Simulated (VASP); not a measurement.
VASP input:

### INCAR
```
NELM  =  100   ! most electronic steps
LASPH  =  .TRUE.   ! aspherical one-centre terms
IBRION  =  2
ISIF  =  3   ! ions, shape and volume
GGA  =  PE
PREC  =  Accurate
EDIFFG  =  -0.01
ALGO  =  Normal   ! blocked Davidson
ENCUT  =  520   ! plane-wave cut-off (eV)
EDIFF  =  1E-6   ! SCF stop (eV)
SIGMA  =  0.05   ! width (eV)
LREAL  =  .FALSE.
ISMEAR  =  0   ! Gaussian
SYSTEM  =  CaO
LWAVE  =  .FALSE.
LCHARG  =  .FALSE.
NSW  =  60
```

**KPOINTS**
```
Automatic mesh
0
Gamma
9 9 9
0 0 0
```

File POSCAR:
```
CaO
1.0
  0.0000000000   2.4050000000   2.4050000000
  2.4050000000   0.0000000000   2.4050000000
  2.4050000000   2.4050000000   0.0000000000
Ca O
1 1
direct
  0.0000000000   0.0000000000   0.0000000000
  0.5000000000   0.5000000000   0.5000000000
```

POTCAR, in this order: Ca_sv O (PBE.64 set). Program: vasp_std.

Q: Translate this PBE calculation to Ansatz.

A: One equivalent input (not run):
Ansatz 0.2 input:
```yaml
crystal:
  lattice:
    - [0.0000000, 2.4050000, 2.4050000]
    - [2.4050000, 0.0000000, 2.4050000]
    - [2.4050000, 2.4050000, 0.0000000]
  atoms:
    - { symbol: Ca, position: [0.0000000, 0.0000000, 0.0000000] }
    - { symbol: O, position: [0.5000000, 0.5000000, 0.5000000] }
kpoints:
  mp_grid: { grid: [9, 9, 9] }
hamiltonian:
  xc: pbe
  pseudopotentials: { kind: paw }
scf:
  occupations: { method: gaussian, width: 0.05 }
  max_iter: 100
relax:
  max_steps: 60
  f_tol: 0.01
  cell: {}
output: { forces: true, stress: true, eigenvalues: true }
```
The two are equivalent in intent, not identical: each code has its own PAW files, so the cut-off isn't converted (ENCUT is set for VASP's; basis.ecutwfc is left out, and Ansatz then takes the one that its files recommend); Ansatz stops its SCF on the density residual and VASP on the energy change (EDIFF).

The compound is CaO in the rock salt structure. This run relaxes it. Symmetry was kept, so distortions that lower it aren't found.
